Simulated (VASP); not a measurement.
Data:

```
CELL_PARAMETERS angstrom
      4.60233     0.00000     0.00000
      0.00000     4.60233     0.00000
      0.00000     0.00000     2.96016
ATOMIC_POSITIONS crystal
  Ti 0.00000 0.00000 0.00000
  Ti 0.50000 0.50000 0.50000
  O  0.30451 0.30451 0.00000
  O  0.80451 0.19549 0.50000
  O  0.19549 0.80451 0.50000
  O  0.69549 0.69549 0.00000
```

The numbers are results of r2SCAN meta-GGA, VASP's PBE PAW potentials (set 64) (plane waves; VASP), not measurements. Settings: 520 eV cut-off, 5×5×8 Γ-centred mesh, Gaussian smearing of 0.050 eV, potentials Ti_sv O.

Question: Predict the energy per atom (σ→0), band gap (on the k-mesh) with the smallest direct gap where there is one.

Answer: 
| Property | Value |
|---|---|
| band gap (on the k-mesh) | 2.21 eV |
| smallest direct gap (on the k-mesh) | 2.21 eV |
| energy per atom (σ→0) | -11.633 eV/atom |

The compound is TiO2 in the rutile structure. It was relaxed first.
